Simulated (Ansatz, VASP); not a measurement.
# Zr (Zirconium) in two plane-wave programs

Wanted: the spread between two codes on one cell, functional and k mesh. The cell is taken from a series of runs on this material, whose earlier steps may have relaxed, scaled, displaced or heated it; both programs get it as it stands.

Main program and level: Ansatz 0.2.0; plane waves, with VASP 6.6.1 beside it; relaxation of cell and atoms at PBEsol and zone-centre phonons at PBEsol.

### Step 1. The structure

Symmetry: P6_3/mmc, No. 194, hexagonal system. Conventional cell: a = 3.187 Å, b = 3.187 Å, c = 5.113 Å, α = 90.00°, β = 90.00°, γ = 120.00°. Nearest to Zr lie 12 Zr at 3.15 to 3.19 Å.

Structure file:

```cif
data_structure
_symmetry_space_group_name_H-M 'P 1'
_symmetry_Int_Tables_number 1
_cell_length_a 3.1872
_cell_length_b 3.1872
_cell_length_c 5.1130
_cell_angle_alpha 90.000
_cell_angle_beta 90.000
_cell_angle_gamma 120.000
_cell_volume 44.98
loop_
_atom_site_label
_atom_site_type_symbol
_atom_site_fract_x
_atom_site_fract_y
_atom_site_fract_z
_atom_site_occupancy
Zr1 Zr 0.33333 0.66667 0.25000 1
Zr2 Zr 0.66667 0.33333 0.75000 1
```

### Step 2. VASP: relaxation of cell and atoms, PBEsol

The relaxed volume is the usual yardstick between codes: in a stiff, nearly cubic crystal its relative difference is about their pressure difference at one cell divided by the bulk modulus.

Lines of VASP's logs that name or quote its potential files are left out, and so is its time.

Input file INCAR:

```
SYSTEM = Zr
PREC = Accurate
ENCUT = 500
EDIFF = 1E-07
NELM = 120
ISMEAR = 1
SIGMA = 0.2
LREAL = .FALSE.
ALGO = Normal
GGA = PS
NBANDS = 18
LASPH = .TRUE.
LORBIT = 11
LWAVE = .FALSE.
LCHARG = .FALSE.
ISIF = 3
IBRION = 2
NSW = 80
EDIFFG = -0.005
GGA_COMPAT = .FALSE.
NELMIN = 4
KPAR = 2
```

Input file POSCAR:

```
Zr
1.0
    3.1872050000      0.0000000000      0.0000000000
   -1.5936030000      2.7602010000      0.0000000000
    0.0000000000      0.0000000000      5.1129660000
Zr
2
Direct
    0.3333334379      0.6666666667      0.2500000978
    0.6666668758      0.3333333333      0.7500000978
```

Input file KPOINTS:

```
Automatic mesh
0
Gamma
18 18 10
0 0 0
```

PAW data sets: Zr_sv (PBE family, release 64).

Run with:

```console
$ mpirun -np 2 vasp_std
```

Numbers of over 12 decimals in the logs are rounded to 6 here.

The log of the run:

```text
[banner, memory and clock lines left out]
running    2 mpi-ranks, on    1 nodes
 distrk:  each k-point on    1 cores,    2 groups
 distr:  one band on    1 cores,    1 groups

 POSCAR found type information on POSCAR Zr
 POSCAR found :  1 types and       2 ions
|                                                                             |
|               ----> ADVICE to this user running VASP <----                  |
|                                                                             |
|     You enforced a specific xc type in the INCAR file but a different       |
|     [... a line on the potential file left out ...]
|     I HOPE YOU KNOW WHAT YOU ARE DOING!                                     |
|                                                                             |

 LDA part: xc-table for (Slater+PW92), standard interpolation
 POSCAR, INCAR and KPOINTS ok, starting setup
 FFT: planning ... GRIDC
 FFT: planning ... GRID_SOFT
 FFT: planning ... GRID
 WAVECAR not read
 entering main loop
       N       E                     dE             d eps       ncg     rms          rms(c)
DAV:   1     0.210543482706E+03    0.21054E+03   -0.13189E+04  8000   0.129E+03
DAV:   2    -0.313636000356E+01   -0.21368E+03   -0.21012E+03  9356   0.377E+02
DAV:   3    -0.185712576984E+02   -0.15435E+02   -0.15297E+02 14526   0.732E+01
DAV:   4    -0.189376004349E+02   -0.36634E+00   -0.36594E+00  9318   0.119E+01
DAV:   5    -0.189495801652E+02   -0.11980E-01   -0.11975E-01 11996   0.145E+00    0.160E+01
DAV:   6    -0.182896005790E+02    0.65998E+00   -0.99210E-01  8666   0.781E+00    0.644E+00
DAV:   7    -0.181569510989E+02    0.13265E+00   -0.65613E-01 11488   0.546E+00    0.115E+00
DAV:   8    -0.181611238295E+02   -0.41727E-02   -0.37520E-02 10410   0.157E+00    0.282E-01
DAV:   9    -0.181613905872E+02   -0.26676E-03   -0.15995E-03 10170   0.374E-01    0.292E-02
DAV:  10    -0.181613638923E+02    0.26695E-04   -0.49116E-05 11644   0.423E-02    0.247E-02
DAV:  11    -0.181613647533E+02   -0.86102E-06   -0.10129E-05  8856   0.371E-02    0.241E-03
DAV:  12    -0.181613647554E+02   -0.20705E-08   -0.37920E-07  8472   0.415E-03
   1 F= -.18161365E+02 E0= -.18161824E+02  d E =-.181614E+02
 curvature:   0.00 expect dE= 0.000E+00 dE for cont linesearch  0.000E+00
 trial: gam= 0.00000 g(F)=  0.223E-40 g(S)=  0.178E-04 ort = 0.000E+00 (trialstep = 0.100E+01)
 search vector abs. value=  0.178E-04
 bond charge predicted
       N       E                     dE             d eps       ncg     rms          rms(c)
DAV:   1    -0.181616171171E+02   -0.25236E-03   -0.83987E-03  9282   0.866E-01    0.160E-01
DAV:   2    -0.181613970149E+02    0.22010E-03   -0.75590E-04  9652   0.235E-01    0.513E-02
DAV:   3    -0.181613478638E+02    0.49151E-04   -0.28153E-04 11600   0.115E-01    0.295E-02
DAV:   4    -0.181613569846E+02   -0.91208E-05   -0.24211E-05 10194   0.217E-02    0.123E-02
DAV:   5    -0.181613646152E+02   -0.76305E-05   -0.17404E-05 11992   0.217E-02    0.506E-03
DAV:   6    -0.181613651031E+02   -0.48794E-06   -0.68391E-07  7854   0.622E-03    0.152E-03
DAV:   7    -0.181613652804E+02   -0.17726E-06   -0.51242E-08  4446   0.259E-03    0.343E-04
DAV:   8    -0.181613653414E+02   -0.61018E-07   -0.13065E-08  4318   0.111E-03
   2 F= -.18161365E+02 E0= -.18161819E+02  d E =-.585956E-06
 trial-energy change:   -0.000001  1 .order   -0.000001   -0.000018    0.000016
 step:   0.5237(harm=  0.5237)  dis= 0.00000  next Energy=   -18.161369 (dE=-0.465E-05)
 bond charge predicted
       N       E                     dE             d eps       ncg     rms          rms(c)
DAV:   1    -0.181614259206E+02   -0.60640E-04   -0.19056E-03  9184   0.413E-01    0.757E-02
DAV:   2    -0.181613786580E+02    0.47263E-04   -0.17169E-04  9530   0.112E-01    0.243E-02
DAV:   3    -0.181613686741E+02    0.99839E-05   -0.63708E-05 11490   0.546E-02    0.140E-02
DAV:   4    -0.181613694199E+02   -0.74586E-06   -0.54500E-06 10118   0.103E-02    0.590E-03
DAV:   5    -0.181613695705E+02   -0.15055E-06   -0.39711E-06 11930   0.104E-02    0.242E-03
DAV:   6    -0.181613693580E+02    0.21253E-06   -0.15287E-07  5934   0.298E-03    0.720E-04
DAV:   7    -0.181613692936E+02    0.64373E-07   -0.13891E-08  4166   0.130E-03
   3 F= -.18161369E+02 E0= -.18161826E+02  d E =-.453816E-05
 curvature:  -0.26 expect dE=-0.841E-07 dE for cont linesearch -0.147E-08
 trial: gam= 0.00032 g(F)=  0.865E-40 g(S)=  0.321E-06 ort = 0.315E-06 (trialstep = 0.905E+00)
 search vector abs. value=  0.321E-06
 reached required accuracy - stopping structural energy minimisation
```

Parts of OUTCAR (step 2):

```text
ion  position               nearest neighbor table
   1  0.333  0.667  0.250-   2 3.15   2 3.15   2 3.15   2 3.15   2 3.15   2 3.15
   2  0.667  0.333  0.750-   1 3.15   1 3.15   1 3.15   1 3.15   1 3.15   1 3.15

  LATTYP: Found a hexagonal cell.
 ALAT       =     3.1872050000
 C/A-ratio  =     1.6042162333

 Subroutine GETGRP returns: Found 24 space group operations
 (whereof 12 operations were pure point group operations)

The static configuration has the point symmetry D_3d.
 The point group associated with its full space group is D_6h.

 Found    222 irreducible k-points:

   k-points           NKPTS =    222   k-points in BZ     NKDIM =    222   number of bands    NBANDS=     18

   dimension x,y,z NGX =    24 NGY =   24 NGZ =   40
   dimension x,y,z NGXF=    48 NGYF=   48 NGZF=   80

   ENCUT  =  500.0 eV  36.75 Ry    6.06 a.u.   5.81  5.81  9.32*2*pi/ulx,y,z

   NELECT =      24.0000    total number of electrons

 k-points in reciprocal lattice and weights: Automatic mesh
   0.00000000  0.00000000  0.00000000       0.000
   0.05555556  0.00000000  0.00000000       0.002
   0.11111111  0.00000000  0.00000000       0.002
   0.16666667  0.00000000  0.00000000       0.002
   0.22222222  0.00000000  0.00000000       0.002
   0.27777778  0.00000000  0.00000000       0.002
   0.33333333  0.00000000  0.00000000       0.002
   0.38888889  0.00000000  0.00000000       0.002
   0.44444444  0.00000000  0.00000000       0.002
[...]
0.33333333  0.27777778  0.50000000       0.004
   0.33333333  0.33333333  0.50000000       0.001

 average (electrostatic) potential at core
       1 -73.9488       2 -73.9488

 E-fermi :   9.2703

 k-point     1 :       0.0000    0.0000    0.0000
  band No.  band energies     occupation
    ...
      6     -16.8982      2.00000
      7     -16.8857      2.00000
      8     -16.8857      2.00000
      9       3.5266      2.00000
     10       6.1189      2.00000
     11      10.1348     -0.00000
     12      10.1348     -0.00000
     13      10.2202     -0.00000
     14      10.5237     -0.00000
     15      10.8471     -0.00000
    ...

 k-point     2 :       0.0556    0.0000    0.0000
  band No.  band energies     occupation
    ...
      6     -16.9113      2.00000
      7     -16.9026      2.00000
      8     -16.8889      2.00000
      9       3.6182      2.00000
     10       6.2042      2.00000
     11       9.8449     -0.00037
     12      10.2196     -0.00000
     13      10.3290     -0.00000
     14      10.4586     -0.00000
     15      10.7642     -0.00000
    ...

 k-point     3 :       0.1111    0.0000    0.0000
  band No.  band energies     occupation
    ...
      6     -16.9838      2.00000
      7     -16.9158      2.00000
      8     -16.8985      2.00000
      9       3.8846      2.00000
     10       6.4441      2.00000
     11       9.4570     -0.03358
     12       9.8335     -0.00050
     13      10.4715     -0.00000
     14      10.5116     -0.00000
     15      10.7714     -0.00000
    ...

  Total       -0.0014615     -0.0014615      0.0030069      0.0000000     -0.0000000      0.0000000
  in kB       -0.0520893     -0.0520893      0.1071660      0.0000000     -0.0000000      0.0000000
  external PRESSURE =       0.0009958 kB  Pullay stress =       0.0000000 kB

  energy-cutoff  :      500.00
  volume of cell :       44.95
      direct lattice vectors                 reciprocal lattice vectors
     3.186516109  0.000000000  0.000000000     0.313822358  0.181185447 -0.000000000
    -1.593258554  2.759604403  0.000000000    -0.000000000  0.362370780 -0.000000000
     0.000000000  0.000000000  5.112172597     0.000000000  0.000000000  0.195611549

 POSITION                                       TOTAL-FORCE (eV/Angst)
 -----------------------------------------------------------------------------------
     -0.00000      1.83974      1.27804        -0.000000     -0.000000      0.000000
      1.59326      0.91987      3.83413         0.000000      0.000000      0.000000
 -----------------------------------------------------------------------------------
    total drift:                               -0.001028      0.000080     -0.000923

  FREE ENERGIE OF THE ION-ELECTRON SYSTEM (eV)
  ---------------------------------------------------
  free  energy   TOTEN  =       -18.1613692936 eV

  energy  without entropy=      -18.1627384764  energy(sigma->0) =      -18.16182569

 reached required accuracy - stopping structural energy minimisation

 total charge
# of ion       s       p       d       tot
------------------------------------------
    1        2.241   5.957   1.665   9.864
    2        2.241   5.957   1.665   9.864
--------------------------------------------------
tot          4.483  11.914   3.331  19.728

[... 3 further parts left out ...]
```

The run keeps the 24 symmetry operations of its start, so it cannot find a distortion of lower symmetry.

### Step 3. Ansatz: relaxation of cell and atoms, PBEsol

Ansatz runs on norm-conserving files, of PseudoDojo where its log says so.

The same cell, functional, mesh and smearing now go to Ansatz, which takes its cutoff from its data sets.

Input file input.yaml:

```yaml
crystal:
  lattice:
    - [3.187205151, 0.0, 0.0]
    - [-1.5936025755, 2.7602006278, 0.0]
    - [0.0, 0.0, 5.1129662868]
  atoms:
    - { symbol: Zr, position: [0.3333333333, 0.6666666667, 0.25] }
    - { symbol: Zr, position: [0.6666666667, 0.3333333333, 0.75] }
kpoints:
  mp_grid: { grid: [18, 18, 10] }
hamiltonian:
  xc: pbesol
  pseudopotentials: { kind: nc, accuracy: standard }
scf:
  occupations: { method: methfessel_paxton, width: 0.2 }
output:
  forces: true
  stress: true
  eigenvalues: true
relax:
  adjacent_minimum: "off"
  f_tol: 0.001
  max_steps: 60
  cell: { stress_tol: 0.01 }
```

Run with:

```console
$ ansatz run input.yaml --threads 8 --pin off --max-ram 15360MiB --backend cpu --events-out ev --progress --plain --runs-dir out
```

The log of the run:

```text
Engine: ansatz 0.2.0, x86_64-unknown-linux-gnu
Pseudopotentials: kind: nc
Pseudopotential: Zr, nc, valence charge 12, recommended cutoff 897.975746 eV (normal), Zr.nc.azcp (PseudoDojo's, or run here from an input of PseudoDojo's; its table is named by hamiltonian.pseudopotentials.accuracy)
Functional definition: PBEsol
  exchange = pbesol_x
  correlation = pbesol_c
Crystal: 2 atoms, lattice volume = 44.980 Å³
Basis set: ecut = 897.975746 eV, 2755 PW (Γ), exchange–correlation on 64×64×100 points (8 copies of the dense FFT grid, shifted against one another)
Bands: 16, of which v1, the nominal top of the filled ones, is band 12 counted from 1 (11 counted from 0)
Symmetry: 24 space group operations
Space group: P63/mmc (ITA 194), of the structure as read, at distance tolerance 3.6e-5 Å
k-points: 222 of 3240
Non-local potential: Zr, projectors of the file, l = 0: 2, l = 1: 2, l = 2: 2
Initial density: superposition of atomic densities (chi_scale 0.1, normalization cell)
Initial wavefunctions: pseudopotential atomic-orbital guess
Functional: x = pbesol(κ = 0.804, μ = 0.123457), c = pbesol(β = 0.046)
SCF iter   1: F=—  HF=-2753.810614 eV  |F-HF|=—  |Δ(HF+E_count)|=         —  Δρ=3.01e-2  dr2=5.02e-1  ethr=3.10e-3  ⟨swp⟩=5.3  Hψ=16938  notcnv=0
preconditioner: auto → none  [metal: Δε(μ)=0.014 eV  Ē_g=3.364 eV  σ=0.200 eV  W_gap=0.06  n_scr=8 (ndim 8)  ℏωp=15.7 eV  f_vac=0.000  D(μ)=1.87/eV (n_scr^D=22)  sad-step TF]
SCF iter   2: F=—  HF=-2753.684085 eV  |F-HF|=—  |Δ(HF+E_count)|=   1.27e-1  S|Δr|=    0.00e0  Δρ=1.78e-2  dr2=1.75e-1  ethr=2.09e-3  ⟨swp⟩=1.3  Hψ=5460  notcnv=0
SCF iter   3: F=—  HF=-2753.621611 eV  |F-HF|=—  |Δ(HF+E_count)|=   6.25e-2  S|Δr|=    0.00e0  Δρ=1.13e-3  dr2=5.40e-4  ethr=7.27e-4  ⟨swp⟩=3.0  Hψ=6934  notcnv=0
SCF iter   4: F=—  HF=-2753.621506 eV  |F-HF|=—  |Δ(HF+E_count)|=   1.05e-4  S|Δr|=    0.00e0  Δρ=2.46e-4  dr2=6.44e-6  ethr=2.25e-6  ⟨swp⟩=2.2  Hψ=6280  notcnv=0
SCF iter   5: F=—  HF=-2753.621507 eV  |F-HF|=—  |Δ(HF+E_count)|=   5.83e-7  S|Δr|=    0.00e0  Δρ=2.66e-5  dr2=1.13e-7  ethr=2.68e-8  ⟨swp⟩=2.1  Hψ=5740  notcnv=0
SCF iter   6: F=-2753.621507 eV  HF=-2753.621507 eV  |F-HF|=2.61e-9  |Δ(HF+E_count)|=   4.57e-8  S|Δr|=    0.00e0  Δρ=3.21e-6  dr2=4.23e-9  ethr=4.17e-10  ⟨swp⟩=7.4  Hψ=18763  notcnv=0
SCF 1 converged in 6 iterations: F = -2753.621507 eV  dr2 = 4.23e-9
relax step   1: F+E_penalty+E_count = -2753.62150656 eV  Δ(F+E_penalty+E_count) = +0.000e0 eV  max|allowed force component| = 1.850e-17 eV/Å  Δτ_max = 0.0000 Å  P = -0.023 GPa  Ω = 44.980 Å³  (6 SCF iters, dr2 threshold 1.00e-7 eV, accepted)
[...]
relax step   2: F+E_penalty+E_count = -2753.62151044 eV  Δ(F+E_penalty+E_count) = -3.886e-6 eV  max|allowed force component| = 1.480e-16 eV/Å  Δτ_max = 0.0000 Å  P = +0.028 GPa  Ω = 44.957 Å³  energy of the carried Pulay correction = +3.724e-6 eV  (3 SCF iters, dr2 threshold 2.23e-9 eV, accepted)
[...]
relax step   3: F+E_penalty+E_count = -2753.62150962 eV  Δ(F+E_penalty+E_count) = +8.185e-7 eV  max|allowed force component| = 1.295e-16 eV/Å  Δτ_max = 0.0000 Å  P = +0.001 GPa  Ω = 44.969 Å³  energy of the carried Pulay correction = +1.829e-6 eV  (2 SCF iters, dr2 threshold 2.44e-9 eV, accepted)
[...]
relax step   4: F+E_penalty+E_count = -2753.62150743 eV  Δ(F+E_penalty+E_count) = +2.193e-6 eV  max|allowed force component| = 2.220e-16 eV/Å  Δτ_max = 0.0000 Å  P = +0.001 GPa  Ω = 44.969 Å³  stress off target by 4.44e-3 GPa  SCF on the basis re-selected at this cell (its energy is not comparable with the rows above)  (5 SCF iters)
basis re-selected at this cell: Δ(F+E_penalty+E_count) = +2.193e-6 eV, ΔP = -0.000 GPa vs the last step (what re-selecting the basis moved, of the pressure what is left beyond the Pulay correction that the steps carried, after the strain that the cell walked since its last selection, with what the two solves' SCF thresholds leave and, on support functions, any second-order correction that the steps lacked; it is no m [...]
SCF converged after 5 iterations
Stability not checked: this state was not tested for a lower state beside it, because cold or Methfessel-Paxton smearing, or corrected tetrahedra, fill the levels in a way that the test cannot read (fill_not_monotonic; see scf.lower_state_search)
Free energy (F): -2753.621507 eV
Harris-Foulkes:  -2753.621507 eV  (|F-HF|=4.55e-13)
Internal energy: -2753.622862 eV  (E = F + TS)
E sigma→0 (E₀):  -2753.621846 eV
Entropy (-TS):   0.001355 eV (0.677 meV/atom)
Fermi energy:    14.574290 eV
--- Per-component energies (eV) ---
  E_band       = -178.441938
  E_kinetic    = 786.644425
  E_local      = -1524.325691  (includes V_loc(G=0)·N_el)
  E_nonlocal   = 285.397718
  E_hartree    = 362.484895
  E_xc         = -542.106478
  E_vxc        = -451.128185  (∫ρ·V_xc dr)
  E_ewald      = -2121.717731
  E_smearing   = 0.001355  (= −TS)
  E_closure    = -0.000000  (closes the sum)
  Σ components = -2753.621507   (vs F -2753.621507, Δ=0.00e0)
--- Forces (eV/Å), atoms counted from 1 ---
  atom   1  Zr    -0.00000000     0.00000000     0.00000000
  atom   2  Zr     0.00000000    -0.00000000     0.00000000
  max |Σ_I F_I| component: 1.85e-17 eV/Å
--- Stress (GPa, compression-positive) ---
       -0.000457      -0.000000       0.000000
       -0.000000      -0.000457       0.000000
        0.000000       0.000000       0.004435
  P = ⅓ Tr σ = 0.0012 GPa (0.012 kbar)
--- Band table (eV; the first three rows and the last of 222) ---
  k-point 0: bands = [... 8 lower, 8.8337, 11.4249, 15.4388, 15.4388, 15.5229, 15.8214, 16.1509, 16.1509]
  k-point 1: bands = [... 8 lower, 8.9205, 11.4232, 15.3922, 15.3922, 15.4560, 15.6545, 16.0854, 16.0854]
  k-point 2: bands = [... 8 lower, 9.1731, 11.3970, 15.2530, 15.2710, 15.3058, 15.3058, 15.9175, 15.9175]
  k-point 221: bands = [... 8 lower, 13.0491, 13.0491, 13.2503, 13.2503, 14.5790, 14.5790, 16.6372, 16.6372]
--- Relaxed structure (3 steps of the walk, 3 accepted, 1 SCFs on fresh bases) ---
  F+E_penalty+E_count = -2753.62150743 eV   max|allowed force component| = 2.220e-16 eV/Å   (the final SCF, on the basis selected at the relaxed cell)
  cell:  # Å, volume = 44.9688 Å³
    - [3.186726, 0.0, 0.0]
    - [-1.593363, 2.759786, 0.0]
    - [0.0, 0.0, 5.113182]
  atoms:
    - { symbol: Zr, position: [0.333333, 0.666667, 0.25] }
    - { symbol: Zr, position: [0.666667, 0.333333, 0.75] }
```

### Step 4. Side by side

Known differences besides the potentials themselves: the cutoff is 897.976 eV in Ansatz and 500 eV in VASP; Ansatz adds a Pulay correction to the stress that steers its cell, VASP none. Total energies have different zeros and are not compared.

The two programs side by side:

```
                                         quantity  Ansatz   VASP  difference
                                      volume (Å³)   44.97  44.95     +0.03 %
edge a after relaxation, in the typed setting (Å)   3.187  3.187     +0.01 %
edge c after relaxation, in the typed setting (Å)   5.113  5.112     +0.02 %
```

(Part 1 of 2 ends here.)

[Lines on the potential files, build, host, timing and source positions are cut from VASP's logs without a mark.]

[Logs are printed without paths, hosts, clocks, repeated set-up lines and the standing remarks that a program may print on its own settings, such as how far it seeks lower states.]

[Hosts, paths, dates, database ids (printed as entryN), source tags and the programs' standing remarks are cut or masked in the printed files.]
